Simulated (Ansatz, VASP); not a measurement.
# Cross-check of Zr16N16O (O on ZrN(001)) between VASP and Ansatz, part 2 of 2

Wanted: the spread between two codes on one cell, functional and k mesh. The cell is taken from a series of runs on this material, whose earlier steps may have relaxed, scaled, displaced or heated it; both programs get it as it stands.

VASP 6.6.1 and Ansatz 0.2.0.

So far: Set-up; Ansatz: single point, PBEsol.

## 3. VASP: single point, PBEsol

Level of this step: PBEsol; plane waves and PAW (Zr_sv, N, O) (VASP).

The same cell, functional, mesh and smearing now go to VASP, with its own data sets and cutoff.

Lines of VASP's logs that name or quote its potential files are left out, and so is its time.

Contents of INCAR:

```
SYSTEM = Zr16N16O
PREC = Accurate
ENCUT = 520
EDIFF = 1E-06
NELM = 100
ISMEAR = 1
SIGMA = 0.1
LREAL = Auto
ALGO = Fast
GGA = PS
NBANDS = 168
LASPH = .TRUE.
LORBIT = 11
LWAVE = .FALSE.
LCHARG = .FALSE.
NCORE = 8
ISIF = 0
LDIPOL = .TRUE.
IDIPOL = 3
DIPOL = 0.5 0.5 0.472
LVHAR = .TRUE.
```

Contents of POSCAR:

```
Zr16N16O
1.0
    6.4488138400      0.0000000000      0.0000000000
    0.0000000000      6.4488138400      0.0000000000
    0.0000000000      0.0000000000     24.5400000000
Zr N O
16 16 1
Direct
    0.0000000000      0.0000000000      0.3259983700
    0.0000000000      0.5000000000      0.3259983700
    0.5000000000      0.0000000000      0.3259983700
    0.5000000000      0.5000000000      0.3259983700
    0.2500000000      0.2500000000      0.4189079000
    0.2500000000      0.7500000000      0.4189079000
    0.7500000000      0.2500000000      0.4189079000
    0.7500000000      0.7500000000      0.4189079000
    0.0058427800      0.0058427800      0.5116248100
    0.0058427800      0.4941572200      0.5116248100
    0.4941572200      0.0058427800      0.5116248100
    0.4941572200      0.4941572200      0.5116248100
    0.2500000000      0.2500000000      0.6230391700
    0.2500000000      0.7500000000      0.6006334400
    0.7500000000      0.2500000000      0.6006334400
    0.7500000000      0.7500000000      0.6012455400
    0.2500000000      0.2500000000      0.3259983700
    0.2500000000      0.7500000000      0.3259983700
    0.7500000000      0.2500000000      0.3259983700
    0.7500000000      0.7500000000      0.3259983700
    0.0000000000      0.0000000000      0.4189079000
    0.0000000000      0.5000000000      0.4189079000
    0.5000000000      0.0000000000      0.4189079000
    0.5000000000      0.5000000000      0.4189079000
    0.2500000000      0.2500000000      0.5118064700
    0.2500000000      0.7500000000      0.5125313600
    0.7500000000      0.2500000000      0.5125313600
    0.7500000000      0.7500000000      0.5151180900
    0.9960005200      0.9960005200      0.6039158500
    0.9960005200      0.5039994800      0.6039158500
    0.5039994800      0.9960005200      0.6039158500
    0.5039994800      0.5039994800      0.6039158500
    0.2500000000      0.2500000000      0.6955309700
```

Contents of KPOINTS:

```
Automatic mesh
0
Gamma
4 4 1
0 0 0
```

PAW data sets: Zr_sv, N and O (PBE family, release 64).

On the command line:

```sh
$ mpirun -np 8 vasp_std
```

Numbers of over 12 decimals in the logs are rounded to 6 here.

Log:

```text
[banner, memory and clock lines left out]
running    8 mpi-ranks, on    1 nodes
[...]
|                                                                             |
|           W    W    AA    RRRRR   N    N  II  N    N   GGGG   !!!           |
|           W    W   A  A   R    R  NN   N  II  NN   N  G    G  !!!           |
|           W    W  A    A  R    R  N N  N  II  N N  N  G       !!!           |
|           W WW W  AAAAAA  RRRRR   N  N N  II  N  N N  G  GGG   !            |
|           WW  WW  A    A  R   R   N   NN  II  N   NN  G    G                |
|           W    W  A    A  R    R  N    N  II  N    N   GGGG   !!!           |
|                                                                             |
|     For optimal performance we recommend to set                             |
|       NCORE = 2 up to number-of-cores-per-socket                            |
|     NCORE specifies how many cores store one orbital (NPAR=cpu/NCORE).      |
|     This setting can greatly improve the performance of VASP for DFT.       |
[...]
num prob  num prob  num prob  num prob  num prob  num prob  num prob  num prob  num prob  num prob  num prob  num prob  num prob RMM:  33    -0.343601707143E+03   -0.28335E-05   -0.10827E-05  2360   0.551E-03    0.649E-04
 num prob WARNING in EDDRMM: call to ZHEGV failed, returncode =   8  4     80
 num prob  num prob  num prob  num prob  num prob  num prob WARNING in EDDRMM: call to ZHEGV failed, returncode =   8  4     72
 num prob  num prob  num prob  num prob  num prob  num prob RMM:  34    -0.343601708957E+03   -0.18146E-05   -0.66253E-06  2192   0.463E-03    0.798E-04
 num prob  num prob  num prob  num prob  num prob  num prob WARNING in EDDRMM: call to ZHEGV failed, returncode =   6  3     71
 num prob  num prob  num prob  num prob  num prob  num prob  num prob  num prob RMM:  35    -0.343601710201E+03   -0.12437E-05   -0.48761E-06  2081   0.404E-03    0.493E-04
 num prob  num prob  num prob  num prob  num prob WARNING in EDDRMM: call to ZHEGV failed, returncode =   8  4     18
 num prob  num prob  num prob  num prob  num prob  num prob  num prob  num prob  num prob RMM:  36    -0.343601710667E+03   -0.46598E-06   -0.33320E-06  1990   0.353E-03
   1 F= -.34360171E+03 E0= -.34359905E+03  d E =-.799424E-02
```

OUTCAR, selected parts (step 3):

```text
 POSITION                                       TOTAL-FORCE (eV/Angst)
 -----------------------------------------------------------------------------------
      0.00000      0.00000      8.00000         0.119549      0.119549      1.663061
      0.00000      3.22441      8.00000         0.119549     -0.119549      1.663061
      3.22441      0.00000      8.00000        -0.119549      0.119549      1.663061
      3.22441      3.22441      8.00000        -0.119549     -0.119549      1.663061
      1.61220      1.61220     10.28000        -0.000000      0.000000     -0.966007
      1.61220      4.83661     10.28000        -0.000000      0.000000      0.642923
      4.83661      1.61220     10.28000        -0.000000      0.000000      0.642923
      4.83661      4.83661     10.28000        -0.000000      0.000000     -0.139809
      0.03768      0.03768     12.55527         0.004256      0.004256     -0.014333
      0.03768      3.18673     12.55527         0.004256     -0.004256     -0.014333
      3.18673      0.03768     12.55527        -0.004256      0.004256     -0.014333
      3.18673      3.18673     12.55527        -0.004256     -0.004256     -0.014333
      1.61220      1.61220     15.28938        -0.000000      0.000000     -0.035648
      1.61220      4.83661     14.73954        -0.000000      0.000000      0.004529
[...]
-----------------------------------------------------------------------------------
    total drift:                                0.000000      0.000000     -0.004441

  FREE ENERGIE OF THE ION-ELECTRON SYSTEM (eV)
  ---------------------------------------------------
  free  energy   TOTEN  =      -343.6017106670 eV

  energy  without entropy=     -343.5937164258  energy(sigma->0) =     -343.59904592

[... 3 further parts left out ...]
[key lines of the parts left out:]
E-fermi :   2.2351
```

## 4. Comparison

Known differences besides the potentials themselves: the cutoff is 420 eV in Ansatz and 520 eV in VASP (PREC = Accurate, projectors in real space); Ansatz makes its cores anew for this functional, VASP keeps those of its PBE data sets. Total energies have different zeros and are not compared.

Compared:

```csv
quantity,Ansatz,VASP,difference
"work function, lower of the two faces (eV)",2.44,2.44,0.00
"work function, higher of the two faces (eV)",5.17,5.18,-0.01
```

Forces on 10 of the 33 atoms, those with the largest forces and the largest differences (eV/Å; atoms numbered as in POSCAR):

```
atom         Ansatz x, y, z           VASP x, y, z
 Zr1    0.119, 0.119, 1.683    0.120, 0.120, 1.663
 Zr2   0.119, -0.119, 1.683   0.120, -0.120, 1.663
 Zr3   -0.119, 0.119, 1.683   -0.120, 0.120, 1.663
 Zr4  -0.119, -0.119, 1.683  -0.120, -0.120, 1.663
 Zr5   0.000, 0.000, -0.964   0.000, 0.000, -0.966
Zr13    0.000, 0.000, 0.243   0.000, 0.000, -0.036
Zr16   0.000, 0.000, -0.011    0.000, 0.000, 0.019
 N17   0.000, 0.000, -1.264   0.000, 0.000, -1.275
 N20   0.000, 0.000, -1.012   0.000, 0.000, -1.024
 O33   0.000, 0.000, -0.229    0.000, 0.000, 0.066
```

The forces differ by 41 meV/Å r.m.s., which is 9.4 % of the r.m.s. force of 0.44 eV/Å (both taken over all components).

## 5. Further runs

Further runs change the set-up of one program: Ansatz's method, potentials or start, or VASP's data sets, cutoff or form of LDA. The table gives Ansatz less VASP for each quantity, since a change that brings one quantity closer may part another.

| run | r.m.s. force difference (meV/Å) | work function, lower of the two faces (eV) | work function, higher of the two faces (eV) |
| --- | --- | --- | --- |
| as above | 41 | 8.9e-4 | -0.011 |
| VASP with the data sets Zr_sv_GW, N_GW and O_GW and a cutoff of 680 eV | 7.2 | 0.0019 | -0.011 |
| VASP with the data sets Zr_sv, N_h and O_h and a cutoff of 1230 eV | 39 | 1.9e-4 | -0.0017 |

## 6. Outcome

* r.m.s. force difference (single point, PBEsol): 9.4 % of the r.m.s. force

In words: The r.m.s. force difference is 9.4 % of the r.m.s. force (single point, PBEsol), beyond the 3 % picked in this series as the mark of a large difference. Single point, PBEsol, VASP with the data sets Zr_sv_GW, N_GW and O_GW and a cutoff of 680 eV: r.m.s. force difference goes from 41 to 7.2 meV/Å; the difference in work function, lower of the two faces goes from 8.9e-4 to 0.0019 eV. Single point, PBEsol, VASP with the data sets Zr_sv, N_h and O_h and a cutoff of 1230 eV: the difference in work function, lower of the two faces goes from 8.9e-4 to 1.9e-4 eV; the difference in work function, higher of the two faces goes from -0.011 to -0.0017 eV. Such differences can come from data sets, numerical settings and the points named under the comparisons, not from the functional's error against experiment.

[Lines on the potential files, build, host, timing and source positions are cut from VASP's logs without a mark.]

[Logs are printed without paths, hosts, clocks, repeated set-up lines and the standing remarks that a program may print on its own settings, such as how far it seeks lower states.]

[Hosts, paths, dates, database ids (printed as entryN), source tags and the programs' standing remarks are cut or masked in the printed files.]
